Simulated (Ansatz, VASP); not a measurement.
# TlGaSe2: VASP beside Ansatz, part 2 of 2

Wanted: the spread between two codes on one cell, functional and k mesh.

VASP 6.6.1 and Ansatz 0.2.0.

So far: The structure; VASP: relaxation of cell and atoms, PBEsol.

### 3. Ansatz: relaxation of cell and atoms, PBEsol

Level of this step: Ansatz beside VASP: Kohn-Sham DFT, plane waves, PBEsol (Ansatz).

Ansatz runs on its default PAW (the set named soft_2) files.

The same cell, functional, mesh and smearing now go to Ansatz, which takes its cutoff from its data sets.

Contents of input.yaml:

```yaml
crystal:
  lattice:
    - [-3.9680040287, 3.9680040287, 3.1977641411]
    - [3.9680040287, -3.9680040287, 3.1977641411]
    - [3.9680040287, 3.9680040287, -3.1977641411]
  atoms:
    - { symbol: Tl, position: [0.25, 0.25, 0.0] }
    - { symbol: Tl, position: [0.75, 0.75, 0.0] }
    - { symbol: Se, position: [0.3348373931, 0.1651626069, 0.5] }
    - { symbol: Se, position: [0.8348373931, 0.3348373931, 0.1696747863] }
    - { symbol: Se, position: [0.6651626069, 0.8348373931, 0.5] }
    - { symbol: Se, position: [0.1651626069, 0.6651626069, 0.8303252137] }
    - { symbol: Ga, position: [0.75, 0.25, 0.5] }
    - { symbol: Ga, position: [0.25, 0.75, 0.5] }
hamiltonian:
  xc: pbesol
  pseudopotentials: { kind: paw }
kpoints:
  mp_grid: { grid: [6, 6, 6] }
scf:
  occupations: { method: gaussian, width: 0.05 }
relax:
  f_tol: 0.01
  max_steps: 60
  cell: { stress_tol: 0.05 }
output:
  forces: true
  stress: true
  write_density: true
  write_potential: true
  elf: true
  volumetric_format: npy
```

Started as:

```
$ ansatz run input.yaml --threads 4 --pin off --max-ram 9216MiB --backend cpu --events-out ev --progress --plain --runs-dir out
```

Numbers of over 12 decimals in the logs are rounded to 6 here.

Log:

```text
Engine: ansatz 0.2.0, x86_64-unknown-linux-gnu
Pseudopotentials: kind: paw
Pseudopotential: Tl, paw, valence charge 13, recommended cutoff 420 eV (normal), Tl.paw.azcp
Pseudopotential: Se, paw, valence charge 16, recommended cutoff 420 eV (normal), Se.paw.azcp
Pseudopotential: Ga, paw, valence charge 13, recommended cutoff 420 eV (normal), Ga.paw.azcp
Functional definition: PBEsol
  exchange = pbesol_x
  correlation = pbesol_c
Crystal: 8 atoms, lattice volume = 201.396 Å³
Basis set: ecut = 420 eV, 3935 PW (Γ), exchange–correlation on 90×90×90 points (8 copies of the dense FFT grid, shifted against one another)
Bands: 70, of which v1, the nominal top of the filled ones, is band 58 counted from 1 (57 counted from 0)
Symmetry: 16 space group operations
Space group: I4/mcm (ITA 140), of the structure as read, at distance tolerance 5.9e-5 Å
k-points: 30 of 216
Non-local potential: Tl, projectors of the file, l = 0: 2, l = 1: 2, l = 2: 2, l = 3: 1
Non-local potential: Se, projectors of the file, l = 0: 2, l = 1: 2, l = 2: 3, l = 3: 1
Non-local potential: Ga, projectors of the file, l = 0: 2, l = 1: 2, l = 2: 3, l = 3: 1
PAW form: soft (Blöchl's): semilocal exchange-correlation on the pseudo side does not see the compensation charge
PAW frozen core: Tl, regenerated for the run's functional, and the local potential with it (the file was generated under x = pbe(κ = 0.804, μ = 0.219515), c = pbe(β = 0.066725))
PAW frozen core: Se, regenerated for the run's functional, and the local potential with it (the file was generated under x = pbe(κ = 0.804, μ = 0.219515), c = pbe(β = 0.066725))
PAW frozen core: Ga, regenerated for the run's functional, and the local potential with it (the file was generated under x = pbe(κ = 0.804, μ = 0.219515), c = pbe(β = 0.066725))
PAW one-centre angular grid: Tl, 590 points (default); XC on 64 Gauss nodes
PAW one-centre angular grid: Se, 590 points (default); XC on 64 Gauss nodes
PAW one-centre angular grid: Ga, 590 points (default); XC on 64 Gauss nodes
Initial density: superposition of atomic densities (neutral atoms: chi_scale 0, normalization atom), corrected by the library's trained network
Initial wavefunctions: pseudopotential atomic-orbital guess
Functional: x = pbesol(κ = 0.804, μ = 0.123457), c = pbesol(β = 0.046)
SCF iter   1: F=—  HF=-51778.864912 eV  |F-HF|=—  |Δ(HF+E_count)|=         —  Δρ=2.76e-3  dr2=1.98e-2  ethr=1.77e-3  ⟨swp⟩=6.0  Hψ=8067  notcnv=0  defer=2
preconditioner: auto → Resta (q_TF=auto, 2.489 Å⁻¹)  ε∞=4.0  [insulator: Δε(μ)=0.197 eV  Ē_g=13.279 eV  σ=0.050 eV  W_gap=0.99  n_scr=46 (ndim 8)  ℏωp=22.8 eV  f_vac=0.002  D(μ)=0.00/eV (n_scr^D=0)  ε∞_Penn≈4.0]
SCF iter   2: F=—  HF=-51778.857322 eV  |F-HF|=—  |Δ(HF+E_count)|=   7.59e-3  Δρ=1.22e-3  dr2=3.68e-3  ethr=1.70e-5  ⟨swp⟩=2.2  Hψ=3681  notcnv=0  defer=45
SCF iter   3: F=—  HF=-51778.856981 eV  |F-HF|=—  |Δ(HF+E_count)|=   3.40e-4  Δρ=4.23e-4  dr2=3.74e-4  ethr=3.17e-6  ⟨swp⟩=2.0  Hψ=2653  notcnv=0  defer=45
SCF iter   4: F=—  HF=-51778.857062 eV  |F-HF|=—  |Δ(HF+E_count)|=   8.09e-5  Δρ=1.28e-4  dr2=2.66e-5  ethr=3.22e-7  ⟨swp⟩=2.0  Hψ=3059  notcnv=0  defer=45
SCF iter   5: F=—  HF=-51778.857038 eV  |F-HF|=—  |Δ(HF+E_count)|=   2.42e-5  Δρ=4.68e-5  dr2=5.15e-6  ethr=2.29e-8  ⟨swp⟩=2.0  Hψ=3059  notcnv=0  defer=45
SCF iter   6: F=—  HF=-51778.857038 eV  |F-HF|=—  |Δ(HF+E_count)|=   4.06e-7  Δρ=1.70e-5  dr2=6.91e-7  ethr=4.44e-9  ⟨swp⟩=2.2  Hψ=3275  notcnv=0  defer=45
SCF iter   7: F=-51778.857038 eV  HF=-51778.857038 eV  |F-HF|=1.23e-9  |Δ(HF+E_count)|=   6.02e-7  Δρ=4.07e-6  dr2=4.23e-8  ethr=8.62e-11  ⟨swp⟩=8.0  Hψ=13987  notcnv=0
SCF 1 converged in 7 iterations: F = -51778.857038 eV  dr2 = 4.23e-8
  Residual-converged pass: ⟨swp⟩=1.0  Hψ=2221  notcnv=0  max |occ|·‖R‖ = 7.0e-9 eV (tolerance 1.0e-8 eV)  dr2=4.23e-8  dr2_onsite=1.54e-8  max |Δocc| = 1.4e-13
  greatest PAW one-centre occupation: 1.000 electrons in one spin orbital (limit 2), on the Se atom at site 4 (counted from 0), in its partial waves of l = 2
relax step   1: F+E_penalty+E_count = -51778.85703819 eV  Δ(F+E_penalty+E_count) = +0.000e0 eV  max|allowed force component| = 7.772e-2 eV/Å  Δτ_max = 0.0000 Å  P = -0.162 GPa  Ω = 201.396 Å³  (7 SCF iters, dr2 threshold 1.00e-7 eV, accepted)
[...]
relax step   2: F+E_penalty+E_count = -51778.85952831 eV  Δ(F+E_penalty+E_count) = -2.490e-3 eV  max|allowed force component| = 6.862e-3 eV/Å  Δτ_max = 0.0152 Å  P = -0.018 GPa  Ω = 202.326 Å³  energy of the carried Pulay correction = -1.672e-4 eV  (6 SCF iters, dr2 threshold 3.78e-7 eV, accepted)
[...]
relax step   3: F+E_penalty+E_count = -51778.85971530 eV  Δ(F+E_penalty+E_count) = -1.870e-4 eV  max|allowed force component| = 4.299e-4 eV/Å  Δτ_max = 0.0015 Å  P = +0.005 GPa  Ω = 202.159 Å³  energy of the carried Pulay correction = -1.373e-4 eV  (5 SCF iters, dr2 threshold 2.99e-8 eV, accepted)
[...]
relax step   4: F+E_penalty+E_count = -51778.85984909 eV  Δ(F+E_penalty+E_count) = -1.338e-4 eV  max|allowed force component| = 4.336e-4 eV/Å  Δτ_max = 0.0000 Å  P = +0.005 GPa  Ω = 202.159 Å³  stress off target by 7.85e-3 GPa  SCF on the basis re-selected at this cell (its energy is not comparable with the rows above)  (6 SCF iters)
basis re-selected at this cell: Δ(F+E_penalty+E_count) = -1.338e-4 eV, ΔP = +0.000 GPa vs the last step (what re-selecting the basis moved, of the pressure what is left beyond the Pulay correction that the steps carried, after the strain that the cell walked since its last selection, with what the two solves' SCF thresholds leave and, on support functions, any second-order correction that the steps lacked; it is no m [...]
SCF converged after 6 iterations
Free energy (F): -51778.859849 eV
Harris-Foulkes:  -51778.859849 eV  (|F-HF|=4.37e-11)
Internal energy: -51778.859849 eV  (E = F + TS)
E sigma→0 (E₀):  -51778.859849 eV
Entropy (-TS):   -0.000000 eV (-0.000 meV/atom)
Fermi energy:    8.184318 eV
--- Per-component energies (eV) ---
  E_band       = -1660.146584
  E_kinetic    = 1370.073493
  E_local      = -16066.392139  (includes V_loc(G=0)·N_el)
  E_nonlocal   = -876.623329
  E_hartree    = 7602.258287
  E_xc         = -1008.467657
  E_vxc        = -793.245220  (∫ρ·V_xc dr)
  E_paw        = -31404.995880  (= ΣΔE_a)
  E_vpaw       = -498.473196  (= ΣTr[D̂ρ^β])
  E_aug_tail   = -0.002525  (compensation charges beyond the density's cutoff)
  E_ewald      = -11400.546385
  E_core_change = 5.836287  (= ΣΔE_core)
  E_smearing   = -0.000000  (= −TS)
  E_closure    = -0.000000  (closes the sum)
  Σ components = -51778.859849   (vs F -51778.859849, Δ=0.00e0)
--- Forces (eV/Å), atoms counted from 1 ---
  atom   1  Tl     0.00000000    -0.00000000     0.00000000
  atom   2  Tl     0.00000000     0.00000000     0.00000000
  atom   3  Se     0.00043360    -0.00043360     0.00000000
  atom   4  Se    -0.00043360    -0.00043360     0.00000000
  atom   5  Se    -0.00043360     0.00043360    -0.00000000
  atom   6  Se     0.00043360     0.00043360     0.00000000
  atom   7  Ga     0.00000000     0.00000000     0.00000000
  atom   8  Ga     0.00000000     0.00000000     0.00000000
  max |Σ_I F_I| component: 6.29e-18 eV/Å
--- Stress (GPa, compression-positive) ---
        0.007848       0.000000      -0.000000
        0.000000       0.007848      -0.000000
        0.000000       0.000000      -0.000573
  P = ⅓ Tr σ = 0.0050 GPa (0.050 kbar)
--- Band table (eV; the first three rows and the last of 30) ---
  k-point 0: bands = [... 54 lower, 6.8254, 6.8337, 6.8337, 6.9280, 10.5092, 10.8136, 11.3682, 11.4014, ... 8 higher]
  k-point 1: bands = [... 54 lower, 6.3069, 6.8543, 7.0167, 7.1802, 10.0268, 10.4288, 10.8645, 11.7372, ... 8 higher]
  k-point 2: bands = [... 54 lower, 6.3695, 6.5839, 7.0956, 7.2507, 9.6339, 9.8639, 10.0934, 11.4446, ... 8 higher]
  k-point 29: bands = [... 54 lower, 6.2349, 6.2349, 7.2184, 8.0582, 8.3104, 10.4280, 11.0759, 11.0759, ... 8 higher]
--- Relaxed structure (3 steps of the walk, 3 accepted, 1 SCFs on fresh bases) ---
  F+E_penalty+E_count = -51778.85984909 eV   max|allowed force component| = 4.336e-4 eV/Å   (the final SCF, on the basis selected at the relaxed cell)
  cell:  # Å, volume = 202.1588 Å³
    - [-3.977012, 3.977012, 3.195353]
    - [3.977012, -3.977012, 3.195353]
    - [3.977012, 3.977012, -3.195353]
  atoms:
    - { symbol: Tl, position: [0.25, 0.25, 0] }
    - { symbol: Tl, position: [0.75, 0.75, 0] }
    - { symbol: Se, position: [0.336053, 0.163947, 0.5] }
    - { symbol: Se, position: [0.836053, 0.336053, 0.172106] }
    - { symbol: Se, position: [0.663947, 0.836053, 0.5] }
    - { symbol: Se, position: [0.163947, 0.663947, 0.827894] }
    - { symbol: Ga, position: [0.750000, 0.250000, 0.500000] }
    - { symbol: Ga, position: [0.250000, 0.750000, 0.500000] }
```

Wall time 65 s (4 threads of AMD EPYC 7571, shared host); peak memory 0.98 GiB; 3.9 min of CPU time.

### 4. Differences

Known differences besides the potentials themselves: both relaxations stop at a tolerance, which leaves soft axes loose, and VASP keeps its plane-wave basis; the data sets hold 116 valence electrons in Ansatz (default PAW (the set named soft_2) files) and 36 in VASP; the cutoff is 420 eV in Ansatz and 350 eV in VASP; Ansatz makes its cores anew for this functional, VASP keeps those of its PBE data sets; VASP leaves aspherical gradient terms in its spheres out (LASPH is not set), Ansatz keeps them; Ansatz adds a Pulay correction to the stress that steers its cell, VASP none. Total energies have different zeros and are not compared.

Compared:

| quantity | Ansatz | VASP | difference |
| --- | --- | --- | --- |
| volume (Å³) | 202.16 | 201.66 | +0.25 % |
| edge a after relaxation, in the typed setting (Å) | 6.469 | 6.462 | +0.11 % |

The walks stopped with 0.01 GPa left in Ansatz and 0.00 GPa in VASP; each walk ends within a tolerance, so the volume difference is uncertain by about these residues over the bulk modulus, most in soft cells.

### 5. Outcome

| Item | Value |
| --- | --- |
| difference in volume (relaxation of cell and atoms, PBEsol) | 0.25 % |

**Reading.** The difference in volume is 0.25 % (relaxation of cell and atoms, PBEsol), within the 1.2 % picked in this series as the mark of a large difference, as far as the stopping tolerances let one tell. How closely two codes agree says nothing of how well the functional describes the real material.

[Lines on the potential files, build, host, timing and source positions are cut from VASP's logs without a mark.]

[Logs are printed without paths, hosts, clocks, repeated set-up lines and the standing remarks that a program may print on its own settings, such as how far it seeks lower states.]

[Hosts, paths, dates, database ids (printed as entryN), source tags and the programs' standing remarks are cut or masked in the printed files.]
